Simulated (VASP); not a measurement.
Calculation: AM05 GGA, VASP's PBE PAW potentials (set 64) (plane waves; VASP).

The input files of a VASP run:

File KPOINTS:
```
K-points
0
Gamma
  11 11 6
```

**INCAR**
```
EDIFFG = -0.01   # ionic stop
NSW = 60   # most ionic steps
SIGMA = 0.1
IBRION = 2
ALGO = Normal
ENCUT = 520   # plane-wave cut-off (eV)
ISIF = 3
ISMEAR = 1   # Methfessel-Paxton
GGA = AM   # AM05
EDIFF = 1E-6
LREAL = .FALSE.
NELM = 100
SYSTEM = Dy
LWAVE = .FALSE.
LCHARG = .FALSE.
LASPH = .TRUE.   # aspherical one-centre terms
LMAXMIX = 6
PREC = Accurate
```

### POSCAR
```
Dy
1
    1.7950000000    -3.1090310000     0.0000000000
    1.7950000000     3.1090310000     0.0000000000
    0.0000000000     0.0000000000     5.6500000000
Dy
2
Direct
  0.3333330000   0.6666670000   0.2500000000
  0.6666670000   0.3333330000   0.7500000000
```

POTCAR, in this order: Dy_3 (PBE.64 set). Program: vasp_std.

What will the output report for the number of irreducible k-points (NKPTS), largest plane-wave count, number of space-group operations, FFT grid (NGX, NGY, NGZ)?

* **number of irreducible k-points (NKPTS)**: 64
* **largest plane-wave count**: 1731
* **number of space-group operations**: 24
* **FFT grid (NGX, NGY, NGZ)**: 28 × 28 × 42

The compound is Dy in the hcp structure. This run relaxes it. Symmetry was kept, so distortions that lower it aren't found. The 4f electrons are frozen in the core of the lanthanide potential, so 4f levels, which can set the real gap, and their magnetism are missing.
